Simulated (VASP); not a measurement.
BaGa2H2, 5 atoms in the cell. It takes space group P-3m1 (No. 164, trigonal). Conventional cell: a = 4.529 Å, b = 4.529 Å, c = 4.899 Å, α = 90.00°, β = 90.00°, γ = 120.00°. Ba (site symmetry -3m) is surrounded by 6 H at 2.68 Å. Ga (site symmetry 3m) is surrounded by 1 H at 1.69 Å. H (site symmetry 3m) has 1 Ga at 1.69 Å as nearest neighbours. 

| Item | Value |
| --- | --- |
| Program | VASP 6.6.1 |
| Task | single point |
| Functional | PBEsol |
| Potentials or basis | VASP PAW PBE potentials, release 64 (Ba_sv, Ga_d, H) |
| Cutoff | 520 eV |
| k mesh | 12 × 12 × 10 |
| Occupations | gaussian, width 0.15 eV |
| Spin | no spin polarisation |
| Dipole correction | no |
| Further INCAR settings | ALGO = Fast; EDIFF = 1e-06; NBANDS = 27 |

Potentials or basis: VASP PAW PBE potentials, release 64 (Ba_sv, Ga_d, H).

Command:

```bash
$ cat potpaw_PBE.64/Ba_sv/POTCAR potpaw_PBE.64/Ga_d/POTCAR potpaw_PBE.64/H/POTCAR > POTCAR
$ mpirun -np 1 vasp_std > vasp.out
```

Hardware: 1 thread of Intel(R) Xeon(R) Platinum 8488C (Sapphire Rapids), with other jobs on the host.

Problem. How long does it take, and how much memory?

Solution. Run time: 6.5 min on 1 thread of Intel(R) Xeon(R) Platinum 8488C (Sapphire Rapids) (shared host), peak memory 0.48 GiB. Counts: scf iterations 20, k points 162.
